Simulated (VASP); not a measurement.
The system is Lu3AlN4.

```
Lu Al N
1.0
     3.26172    0.00000    0.00000
     0.00000    4.70280    0.00000
     0.00000    0.00000    6.52157
Lu Al N
3 1 4
Direct
  0.50000 0.50000 0.24205
  0.00000 0.00000 0.50000
  0.50000 0.50000 0.75795
  0.00000 0.00000 0.00000
  0.00000 0.50000 0.50000
  0.50000 0.00000 0.77237
  0.00000 0.50000 0.00000
  0.50000 0.00000 0.22763
```

The cell was built by a generator and needn't be a form met in nature.

Base run:

| Item | Value |
| --- | --- |
| Program | VASP 6.6.1 |
| Functional | PBEsol |
| Potentials or basis | VASP PAW PBE potentials, release 64 (Lu, Al, N) |
| Cutoff | 520 eV |
| k mesh | 10 × 6 × 6 |
| Occupations | gaussian, width 0.1 eV |
| Spin | no spin polarisation |

Its results: band gap on the k mesh 0.09 eV, indirect (least direct gap 0.12 eV).

**Question.** The run is repeated on the same cell with these changes: functional from PBEsol to PBE. What comes out?

**Answer.** Band gap on the k mesh 0.19 eV, indirect (least direct gap 0.22 eV).

Caveats: spin-orbit coupling is left out, which moves the levels of the heavy elements.

Not every run made on this cell is shown here.
